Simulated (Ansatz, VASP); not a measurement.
# HfO2 (amorphous HfO2 at 8.62 g/cm^3) in two plane-wave programs

Aim: how closely do two programs agree when they are given the same cell, functional and k mesh? Of the first pair: The structure shown is the start of the Ansatz relaxation below; VASP solves that cell, so the two are compared at the walk's first step.

Main program and level: Ansatz 0.2.0; plane waves, with VASP 6.6.1 beside it; single point at PBE.

## (1) The starting structure

The cell holds 84 atoms: 28 Hf and 56 O. Cell: a = 10.434 Å, b = 10.434 Å, c = 10.434 Å, α = 90.0°, β = 90.0°, γ = 90.0°. As first built, before any earlier steps moved the atoms (in the runner's words): 84 atoms (28 Zr, 56 O) placed at random at 5.04 g/cm^3, melted at 5000 K for 10 ps at fixed volume with the Morse and Coulomb pair potential with partial charges (Pedone, Malavasi, Menziani, Cormack and Segre, J. Phys. Chem. B 110, 11780 (2006)). Quenched from 5000 K to 300 K at 50 K/ps and fixed volume, held 5 ps, then minimised at fixed cell. Then Zr was replaced by Hf at the same volume (the potential has no terms for Hf, so the cell is a start for a DFT relaxation).

## (2) Ansatz: relaxation, PBE

Ansatz runs on its default PAW (the set named soft_2) files.

The two programs are compared at the cell with which this relaxation starts, whose forces are those of its first step.

The input, input.yaml:

```yaml
crystal:
  lattice:
    - [10.4337, 0.0, 0.0]
    - [0.0, 10.4337, 0.0]
    - [0.0, 0.0, 10.4337]
  atoms:
    - { symbol: Hf, position: [0.07973, 0.22867, 0.09637] }
    - { symbol: Hf, position: [0.85821, 0.57601, 0.27008] }
    - { symbol: Hf, position: [0.00206, 0.47153, 0.61953] }
    - { symbol: Hf, position: [0.46368, 0.19582, 0.5282] }
    - { symbol: Hf, position: [0.77056, 0.19988, 0.31816] }
    - { symbol: Hf, position: [0.68225, 0.4513, 0.51715] }
    - { symbol: Hf, position: [0.19051, 0.14998, 0.76035] }
    - { symbol: Hf, position: [0.90143, 0.62856, 0.88842] }
    - { symbol: Hf, position: [0.95094, 0.987, 0.98944] }
    - { symbol: Hf, position: [0.63506, 0.88068, 0.20381] }
    - { symbol: Hf, position: [0.50992, 0.67323, 0.94046] }
    - { symbol: Hf, position: [0.47879, 0.55626, 0.23622] }
    - { symbol: Hf, position: [0.21105, 0.45597, 0.29434] }
    - { symbol: Hf, position: [0.20737, 0.49322, 0.88402] }
    - { symbol: Hf, position: [0.32551, 0.92493, 0.39657] }
    - { symbol: Hf, position: [0.72842, 0.89258, 0.85283] }
    - { symbol: Hf, position: [0.15316, 0.72833, 0.12636] }
    - { symbol: Hf, position: [0.10594, 0.20747, 0.47216] }
    - { symbol: Hf, position: [0.43776, 0.19313, 0.16683] }
    - { symbol: Hf, position: [0.32308, 0.94454, 0.03132] }
    - { symbol: Hf, position: [0.7229, 0.38159, 0.06846] }
    - { symbol: Hf, position: [0.6922, 0.80531, 0.49305] }
    - { symbol: Hf, position: [0.39136, 0.58692, 0.6157] }
    - { symbol: Hf, position: [0.46747, 0.94972, 0.73423] }
    - { symbol: Hf, position: [0.95267, 0.96364, 0.33735] }
    - { symbol: Hf, position: [0.49315, 0.3325, 0.81576] }
    - { symbol: Hf, position: [0.05623, 0.81514, 0.62063] }
    - { symbol: Hf, position: [0.87667, 0.26681, 0.8116] }
    - { symbol: O, position: [0.74628, 0.00147, 0.3219] }
    - { symbol: O, position: [0.28268, 0.31745, 0.81695] }
    - { symbol: O, position: [0.42313, 0.7571, 0.70954] }
    - { symbol: O, position: [0.08697, 0.6346, 0.96169] }
    - { symbol: O, position: [0.92302, 0.14815, 0.42808] }
    - { symbol: O, position: [0.03601, 0.25752, 0.66663] }
    - { symbol: O, position: [0.11913, 0.41257, 0.47241] }
    - { symbol: O, position: [0.31811, 0.01978, 0.84306] }
    - { symbol: O, position: [0.52684, 0.84985, 0.38004] }
    - { symbol: O, position: [0.49893, 0.39807, 0.61634] }
    - { symbol: O, position: [0.21568, 0.7877, 0.50756] }
    - { symbol: O, position: [0.64836, 0.50629, 0.32437] }
    - { symbol: O, position: [0.51923, 0.15492, 0.71701] }
    - { symbol: O, position: [0.61032, 0.63244, 0.56067] }
    - { symbol: O, position: [0.81938, 0.07326, 0.84892] }
    - { symbol: O, position: [0.12566, 0.90344, 0.01692] }
    - { symbol: O, position: [0.95993, 0.65605, 0.68949] }
    - { symbol: O, position: [0.40793, 0.12156, 0.35114] }
    - { symbol: O, position: [0.64162, 0.25962, 0.45696] }
    - { symbol: O, position: [0.47651, 0.24157, 0.98356] }
    - { symbol: O, position: [0.05675, 0.57575, 0.25055] }
    - { symbol: O, position: [0.12992, 0.27105, 0.28306] }
    - { symbol: O, position: [0.272, 0.20785, 0.57965] }
    - { symbol: O, position: [0.69212, 0.35153, 0.86986] }
    - { symbol: O, position: [0.37174, 0.55204, 0.41886] }
    - { symbol: O, position: [0.55842, 0.49798, 0.05486] }
    - { symbol: O, position: [0.27761, 0.86209, 0.2165] }
    - { symbol: O, position: [0.75206, 0.74429, 0.30998] }
    - { symbol: O, position: [0.20028, 0.54771, 0.68845] }
    - { symbol: O, position: [0.3922, 0.37004, 0.24809] }
    - { symbol: O, position: [0.32742, 0.7485, 0.9774] }
    - { symbol: O, position: [0.41978, 0.52668, 0.8301] }
    - { symbol: O, position: [0.84128, 0.37128, 0.24851] }
    - { symbol: O, position: [0.54382, 0.72154, 0.13544] }
    - { symbol: O, position: [0.76688, 0.914, 0.05162] }
    - { symbol: O, position: [0.993, 0.81559, 0.21621] }
    - { symbol: O, position: [0.70389, 0.6876, 0.8664] }
    - { symbol: O, position: [0.91617, 0.8321, 0.86294] }
    - { symbol: O, position: [0.89753, 0.8573, 0.503] }
    - { symbol: O, position: [0.98508, 0.44758, 0.82557] }
    - { symbol: O, position: [0.13756, 0.01664, 0.40361] }
    - { symbol: O, position: [0.63845, 0.23575, 0.17941] }
    - { symbol: O, position: [0.53941, 0.87912, 0.90452] }
    - { symbol: O, position: [0.86671, 0.53511, 0.4683] }
    - { symbol: O, position: [0.65803, 0.90173, 0.66613] }
    - { symbol: O, position: [0.95794, 0.08173, 0.16898] }
    - { symbol: O, position: [0.49073, 0.9999, 0.13353] }
    - { symbol: O, position: [0.82872, 0.55846, 0.06685] }
    - { symbol: O, position: [0.05824, 0.14587, 0.91137] }
    - { symbol: O, position: [0.29486, 0.59602, 0.17862] }
    - { symbol: O, position: [0.1708, 0.39589, 0.053] }
    - { symbol: O, position: [0.89043, 0.28306, 0.0152] }
    - { symbol: O, position: [0.81594, 0.37726, 0.64691] }
    - { symbol: O, position: [0.09966, 0.99356, 0.67943] }
    - { symbol: O, position: [0.40993, 0.99857, 0.55816] }
    - { symbol: O, position: [0.25747, 0.12578, 0.10008] }
kpoints:
  mp_grid: { grid: [1, 1, 1] }
hamiltonian:
  xc: pbe
scf:
  occupations: { method: fermi_dirac, width: 0.025 }
output:
  forces: true
relax:
  f_tol: 0.04
  max_steps: 250
```

Run with:

```bash
ansatz run input.yaml --threads 4 --pin off --max-ram 8192MiB --backend cpu --events-out ev --progress --plain --runs-dir out
```

Numbers of over 12 decimals in the logs are rounded to 6 here.

Log:

```text
Engine: ansatz 0.2.0, aarch64-unknown-linux-gnu
Pseudopotentials: kind: paw
Pseudopotential: Hf, paw, valence charge 26, recommended cutoff 420 eV (normal), Hf.paw.azcp
Pseudopotential: O, paw, valence charge 6, recommended cutoff 420 eV (normal), O.paw.azcp
Functional definition: PBE
  parameter kappa = 0.804
  parameter beta = 0.066725
  exchange = pbe_x(kappa = kappa, mu = beta*pi^2/3)
  correlation = pbe_c(beta = beta)
Crystal: 84 atoms, lattice volume = 1135.834 Å³
Basis set: ecut = 420 eV, 22119 PW (Γ), exchange–correlation on 144×144×144 points (8 copies of the dense FFT grid, shifted against one another)
Bands: 639, of which v1, the nominal top of the filled ones, is band 532 counted from 1 (531 counted from 0)
Symmetry: 1 space group operations
Space group: P1 (ITA 1), of the structure as read, at distance tolerance 1.0e-4 Å
k-points: 1
Non-local potential: Hf, projectors of the file, l = 0: 3, l = 1: 2, l = 2: 2, l = 3: 3
Non-local potential: O, projectors of the file, l = 0: 2, l = 1: 2, l = 2: 1
PAW form: soft (Blöchl's): semilocal exchange-correlation on the pseudo side does not see the compensation charge
PAW one-centre angular grid: Hf, 590 points (default); XC on 64 Gauss nodes
PAW one-centre angular grid: O, 110 points (default); XC on 64 Gauss nodes
Initial density: superposition of atomic densities (neutral atoms: chi_scale 0, normalization atom), corrected by the library's trained network
Initial wavefunctions: pseudopotential atomic-orbital guess
Functional: x = pbe(κ = 0.804, μ = 0.219515), c = pbe(β = 0.066725)
SCF iter   1: F=—  HF=-472109.755947 eV  |F-HF|=—  |Δ(HF+E_count)|=         —  Δρ=4.09e-3  dr2=1.75e-1  ethr=1.77e-3  ⟨swp⟩=4.0  Hψ=1902  notcnv=0  defer=36
preconditioner: auto → Resta (q_TF=auto, 2.699 Å⁻¹)  ε∞=5.0  [insulator: Δε(μ)=3.220 eV  Ē_g=17.469 eV  σ=0.025 eV  W_gap=1.00  n_scr=388 (ndim 8)  ℏωp=35.0 eV  f_vac=0.131  D(μ)=0.00/eV (n_scr^D=0)  ε∞_Penn≈5.0]
SCF iter   2: F=—  HF=-472109.740434 eV  |F-HF|=—  |Δ(HF+E_count)|=   1.55e-2  Δρ=2.03e-3  dr2=3.18e-2  ethr=1.65e-5  ⟨swp⟩=2.0  Hψ=1164  notcnv=0  defer=98
SCF iter   3: F=—  HF=-472109.744874 eV  |F-HF|=—  |Δ(HF+E_count)|=   4.44e-3  Δρ=9.12e-4  dr2=1.02e-2  ethr=2.99e-6  ⟨swp⟩=2.0  Hψ=925  notcnv=0  defer=98
SCF iter   4: F=—  HF=-472109.746624 eV  |F-HF|=—  |Δ(HF+E_count)|=   1.75e-3  Δρ=2.46e-4  dr2=8.35e-4  ethr=9.58e-7  ⟨swp⟩=2.0  Hψ=1170  notcnv=0  defer=98
SCF iter   5: F=—  HF=-472109.746860 eV  |F-HF|=—  |Δ(HF+E_count)|=   2.35e-4  Δρ=1.47e-4  dr2=2.83e-4  ethr=7.85e-8  ⟨swp⟩=2.0  Hψ=1073  notcnv=0  defer=98
SCF iter   6: F=-472109.746941 eV  HF=-472109.746918 eV  |F-HF|=2.27e-5  |Δ(HF+E_count)|=   5.82e-5  Δρ=4.92e-5  dr2=3.49e-5  ethr=3.76e-9  ⟨swp⟩=3.0  Hψ=2392  notcnv=0
SCF 1 converged in 6 iterations: F = -472109.746941 eV  dr2 = 3.49e-5
  greatest PAW one-centre occupation: 0.999 electrons in one spin orbital (limit 2), on the Hf atom at site 18 (counted from 0), in its partial waves of l = 0
relax step   1: F+E_penalty+E_count = -472109.74694067 eV  Δ(F+E_penalty+E_count) = +0.000e0 eV  max|allowed force component| = 2.425e0 eV/Å  Δτ_max = 0.0000 Å  (6 SCF iters, dr2 threshold 4.00e-5 eV, accepted)
Initial density: handed on by an earlier stage of this run
Initial wavefunctions: those handed on with the density
iter 1 solved again at ethr=1.88e-4 eV; its pass at ethr=3.10e-3 eV (dr2=2.00e0 eV) is discarded
SCF iter   1: F=—  HF=-472111.409272 eV  |F-HF|=—  |Δ(HF+E_count)|=         —  Δρ=1.84e-2  dr2=1.99e0  ethr=1.88e-4  ⟨swp⟩=1.0  Hψ=2047  notcnv=0  defer=101
preconditioner: auto → Resta (q_TF=auto, 2.699 Å⁻¹)  ε∞=5.0  [insulator: Δε(μ)=3.516 eV  Ē_g=17.518 eV  σ=0.025 eV  W_gap=1.00  n_scr=388 (ndim 8)  ℏωp=35.0 eV  f_vac=0.132  D(μ)=0.00/eV (n_scr^D=0)  ε∞_Penn≈5.0]
SCF iter   2: F=—  HF=-472110.997521 eV  |F-HF|=—  |Δ(HF+E_count)|=   4.12e-1  Δρ=9.02e-3  dr2=3.97e-1  ethr=1.87e-4  ⟨swp⟩=4.0  Hψ=1058  notcnv=0  defer=101
SCF iter   3: F=—  HF=-472110.940899 eV  |F-HF|=—  |Δ(HF+E_count)|=   5.66e-2  Δρ=3.10e-3  dr2=7.35e-2  ethr=3.73e-5  ⟨swp⟩=4.0  Hψ=1058  notcnv=0  defer=101
SCF iter   4: F=—  HF=-472110.933354 eV  |F-HF|=—  |Δ(HF+E_count)|=   7.55e-3  Δρ=8.31e-4  dr2=7.52e-3  ethr=6.91e-6  ⟨swp⟩=2.0  Hψ=1167  notcnv=0  defer=101
SCF iter   5: F=—  HF=-472110.934728 eV  |F-HF|=—  |Δ(HF+E_count)|=   1.37e-3  Δρ=2.55e-4  dr2=9.81e-4  ethr=7.07e-7  ⟨swp⟩=2.0  Hψ=913  notcnv=0  defer=101
SCF iter   6: F=—  HF=-472110.934886 eV  |F-HF|=—  |Δ(HF+E_count)|=   1.58e-4  Δρ=1.56e-4  dr2=2.97e-4  ethr=9.22e-8  ⟨swp⟩=2.0  Hψ=1070  notcnv=0  defer=101
SCF iter   7: F=-472110.934904 eV  HF=-472110.934897 eV  |F-HF|=7.66e-6  |Δ(HF+E_count)|=   1.05e-5  Δρ=4.88e-5  dr2=3.66e-5  ethr=9.40e-9  ⟨swp⟩=3.0  Hψ=1938  notcnv=0
SCF 2 converged in 7 iterations: F = -472110.934904 eV  dr2 = 3.66e-5
[...]
atom  53  O     -0.00037389    -0.00092753    -0.00122248
  atom  54  O     -0.00641077    -0.00172347    -0.00065946
  atom  55  O     -0.00116126     0.00210567    -0.00028805
  atom  56  O      0.00017572     0.00005708     0.00057649
  atom  57  O      0.00295885     0.00375950    -0.00085453
  atom  58  O      0.00207008     0.00370455     0.00019551
  atom  59  O      0.00198525    -0.00335703    -0.00178779
  atom  60  O      0.00270825     0.00433706     0.00163194
  atom  61  O      0.00116802     0.00157993     0.00089142
  atom  62  O     -0.00081126     0.00398936     0.00776161
  atom  63  O     -0.00251653     0.00319697     0.00279636
  atom  64  O     -0.00107519    -0.00200941     0.00007851
  atom  65  O      0.00130384    -0.00028635    -0.00572842
  atom  66  O      0.00309668    -0.00764560    -0.00066074
  atom  67  O     -0.00558834    -0.00189740     0.00033885
  atom  68  O      0.00055244     0.00127050    -0.00077868
  atom  69  O     -0.00223453    -0.00072432    -0.00005648
  atom  70  O      0.00073047     0.00109115    -0.00311049
  atom  71  O      0.00238605     0.00006279     0.00170456
  atom  72  O      0.00144262     0.00568436    -0.00362285
  atom  73  O      0.00474295    -0.00328281    -0.00919396
  atom  74  O      0.00307562     0.00184447     0.00048780
  atom  75  O      0.00624067    -0.00301118     0.00238087
  atom  76  O      0.00099359    -0.00196507     0.00539637
  atom  77  O      0.00122817    -0.00092463    -0.00193777
  atom  78  O      0.00740452    -0.00278248    -0.00234713
  atom  79  O     -0.00099671     0.00223249     0.00261101
  atom  80  O     -0.00499577     0.00105402     0.00444968
  atom  81  O     -0.00579999     0.00246773    -0.00098236
  atom  82  O     -0.00289367    -0.00701819    -0.00320138
  atom  83  O     -0.00384126     0.00034568    -0.00620015
  atom  84  O      0.00765768    -0.00038236     0.00242635
  max |Σ_I F_I| component: 6.84e-5 eV/Å
--- Relaxed structure (8 steps of the walk, 8 accepted, 0 SCFs on fresh bases) ---
  F+E_penalty+E_count = -472112.07207982 eV   max|allowed force component| = 1.272e-2 eV/Å
  atoms:
    - { symbol: Hf, position: [0.098593, 0.233849, 0.095458] }
    - { symbol: Hf, position: [0.862846, 0.573473, 0.275988] }
    - { symbol: Hf, position: [-0.010178, 0.475824, 0.622314] }
    - { symbol: Hf, position: [0.451406, 0.193220, 0.531747] }
    - { symbol: Hf, position: [0.759304, 0.209311, 0.324346] }
    - { symbol: Hf, position: [0.678367, 0.453944, 0.527063] }
    - { symbol: Hf, position: [0.183843, 0.139686, 0.760000] }
    - { symbol: Hf, position: [0.909779, 0.628164, 0.895072] }
    - { symbol: Hf, position: [0.968663, 0.970092, 1.006832] }
    - { symbol: Hf, position: [0.638469, 0.881281, 0.200201] }
    - { symbol: Hf, position: [0.515109, 0.666656, 0.945688] }
    - { symbol: Hf, position: [0.485675, 0.550624, 0.233193] }
    - { symbol: Hf, position: [0.208364, 0.468531, 0.304485] }
    - { symbol: Hf, position: [0.203025, 0.482216, 0.879300] }
    - { symbol: Hf, position: [0.303391, 0.938222, 0.389828] }
    - { symbol: Hf, position: [0.730960, 0.889960, 0.856823] }
    - { symbol: Hf, position: [0.162159, 0.734126, 0.125459] }
    - { symbol: Hf, position: [0.094916, 0.218603, 0.468103] }
    - { symbol: Hf, position: [0.437617, 0.198668, 0.169243] }
    - { symbol: Hf, position: [0.343341, 0.943350, 0.019792] }
    - { symbol: Hf, position: [0.732618, 0.380954, 0.065841] }
    - { symbol: Hf, position: [0.691580, 0.788690, 0.493008] }
    - { symbol: Hf, position: [0.380370, 0.571667, 0.619933] }
    - { symbol: Hf, position: [0.461421, 0.927067, 0.719366] }
    - { symbol: Hf, position: [0.950002, 0.967897, 0.324258] }
    - { symbol: Hf, position: [0.490487, 0.315374, 0.827183] }
    - { symbol: Hf, position: [0.052682, 0.821913, 0.606619] }
    - { symbol: Hf, position: [0.874468, 0.254269, 0.819451] }
    - { symbol: O, position: [0.753536, 0.012300, 0.306007] }
    - { symbol: O, position: [0.274807, 0.306697, 0.823116] }
    - { symbol: O, position: [0.408440, 0.748137, 0.693694] }
    - { symbol: O, position: [0.092244, 0.638649, 0.965079] }
    - { symbol: O, position: [0.918113, 0.156868, 0.424617] }
    - { symbol: O, position: [0.027657, 0.252284, 0.668889] }
    - { symbol: O, position: [0.099795, 0.419068, 0.472190] }
    - { symbol: O, position: [0.321298, 0.012238, 0.832105] }
    - { symbol: O, position: [0.550025, 0.848318, 0.386006] }
    - { symbol: O, position: [0.493563, 0.398555, 0.618576] }
    - { symbol: O, position: [0.200431, 0.802273, 0.491064] }
    - { symbol: O, position: [0.640378, 0.507813, 0.338129] }
    - { symbol: O, position: [0.510451, 0.155257, 0.713890] }
    - { symbol: O, position: [0.612198, 0.630718, 0.569310] }
    - { symbol: O, position: [0.824848, 0.067225, 0.846328] }
    - { symbol: O, position: [0.147319, 0.901267, 0.00393743] }
    - { symbol: O, position: [0.965598, 0.661590, 0.689261] }
    - { symbol: O, position: [0.397400, 0.123729, 0.353060] }
    - { symbol: O, position: [0.635685, 0.259725, 0.459997] }
    - { symbol: O, position: [0.469259, 0.226944, 0.983233] }
    - { symbol: O, position: [0.055872, 0.592507, 0.256120] }
    - { symbol: O, position: [0.137761, 0.280951, 0.283748] }
    - { symbol: O, position: [0.261258, 0.205326, 0.576239] }
    - { symbol: O, position: [0.691104, 0.333724, 0.875477] }
[...]
- { symbol: O, position: [0.060986, 0.136949, 0.915160] }
    - { symbol: O, position: [0.298341, 0.607312, 0.194528] }
    - { symbol: O, position: [0.172627, 0.404146, 0.055463] }
    - { symbol: O, position: [0.899931, 0.296354, 0.00671813] }
    - { symbol: O, position: [0.812826, 0.383909, 0.657247] }
    - { symbol: O, position: [0.095602, 0.984268, 0.682998] }
    - { symbol: O, position: [0.409176, 0.995481, 0.550656] }
    - { symbol: O, position: [0.264253, 0.126719, 0.096611] }
```

Reading the cycles: dr2 is the Hartree energy of the density residual (eV), the measure of convergence; HF is the Harris–Foulkes estimate of the energy, which meets the free energy F at convergence.

(Part 1 of 3 ends here.)

[Lines on the potential files, build, host, timing and source positions are cut from VASP's logs without a mark.]

[Logs are printed without paths, hosts, clocks, repeated set-up lines and the standing remarks that a program may print on its own settings, such as how far it seeks lower states.]

[Hosts, paths, dates, database ids (printed as entryN), source tags and the programs' standing remarks are cut or masked in the printed files.]
